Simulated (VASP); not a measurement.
```xyz
2
Lattice="1.8020 -3.1211 0.0000 1.8020 3.1211 0.0000 0.0000 0.0000 5.6184" Properties=species:S:1:pos:R:3 pbc="T T T"
Tm     1.8020     1.0404     1.4046
Tm     1.8020    -1.0404     4.2138
```

Level of theory: RPBE GGA, VASP's PBE PAW potentials (set 64) (plane waves; VASP). Run with 520 eV cut-off, Gaussian smearing of 0.050 eV, potentials Tm_3.

The 4f electrons are frozen in the core of the lanthanide potential, so 4f levels, which can set the real gap, and their magnetism are missing.

Problem. Give the energies of bands 7 to 12 at the high-symmetry points, in eV from the Fermi level.

Solution. 
```
band      Γ      M      K      A      L      H
----  -----  -----  -----  -----  -----  -----
7     -5.56  -2.14  -0.89  -3.98  -1.93  -0.55
8     -2.20  -1.29  -0.89  -3.98  -1.93  -0.55
9      0.75  -0.79  -0.65   1.12   0.11  -0.42
10     2.02  -0.30  -0.55   1.12   0.11  -0.42
11     2.02   1.53   1.22   1.93   1.33   0.37
12     2.44   1.71   1.22   1.93   1.33   0.37
```

It has no gap at this level: it comes out as a metal or semimetal.

The compound is Tm in the hcp structure. It was relaxed first.
